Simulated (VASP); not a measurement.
The system is HfW.

```
CELL_PARAMETERS angstrom
0.00000 3.36919 3.36919
3.36919 0.00000 3.36919
3.36919 3.36919 0.00000
ATOMIC_POSITIONS crystal
Hf 0.50000 0.50000 0.50000
Hf 0.75000 0.75000 0.75000
W 0.00000 0.00000 0.00000
W 0.25000 0.25000 0.25000
```

The cell was built by a generator and needn't be a form met in nature.

| Quantity | Value |
| --- | --- |
| Program | VASP 6.6.1 |
| Task | relaxation of cell and atoms |
| Functional | PBE |
| Potentials or basis | VASP PAW PBE potentials, release 64 (Hf_pv, W_sv) |
| Cutoff | 600 eV |
| k mesh | 4 × 4 × 4 |
| Occupations | gaussian, width 0.1 eV |
| Spin | no spin polarisation |

At the start: pressure -6.3 GPa; volume 19.12 Å³/atom.

How do energy, volume and symmetry change on relaxing?

Over 3 steps the energy falls by 14.2 meV/atom and the volume is 18.44 Å³/atom (-3.6 %); space group Fd-3m (No. 227, to 0.05 Å).

The path:
```csv
step,energy change (eV),largest force (eV/Å),pressure (GPa),volume (Å³)
1,0.0000,0.0000,-6.34,76.49
2,0.1856,0.0000,15.60,68.41
3,-0.0570,0.0000,-0.17,73.76
```

Final structure:
```
Hf W
1.0
     0.00000    3.32865    3.32865
     3.32865    0.00000    3.32865
     3.32865    3.32865    0.00000
Hf W
2 2
Cartesian
  3.3287 3.3287 3.3287
  4.9930 4.9930 4.9930
  0.0000 0.0000 0.0000
  1.6643 1.6643 1.6643
```

Caveat: the k mesh is coarse (spacing up to 0.40 Å⁻¹), so the values aren't converged.
